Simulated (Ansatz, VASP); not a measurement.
Y2S: VASP beside Ansatz

```
Y S
1.0
     5.07907    0.00000    0.00000
    -2.53954    4.39860    0.00000
     0.00000    0.00000    3.23605
Y S
2 1
Direct
  0.33333 0.66667 0.50000
  0.66667 0.33333 0.50000
  0.00000 0.00000 0.00000
```

The cell was built by a generator and needn't be a form met in nature.

Alike in both runs: task single point; functional PBE; k mesh 12 × 12 × 14; occupations gaussian, width 0.1 eV; no spin polarisation.

```csv
,VASP,Ansatz
version,VASP 6.6.1,Ansatz 0.2.0
potentials or method,"VASP PAW PBE potentials, release 64 (Y_sv, S)","scalar-relativistic, plane waves, PAW"
plane-wave cutoff (eV),520,420
valence electrons in the cell,28,28
```

Ansatz gave:

| Property | Result |
| --- | --- |
| gap on the k mesh at the Fermi level (eV) | none |
| pressure (GPa) | 0.0 |
| largest component of the traceless stress (GPa) | 0.01 |

Task: What did VASP give for the same quantities?

Result: gap on the k mesh at the Fermi level (eV): none; pressure (GPa): 0.0; largest component of the traceless stress (GPa): 0.05.

A gap of «none» marks a metal or a gap that the smearing closes. The functional is the same, so the differences come from potentials, cutoffs and numerics.
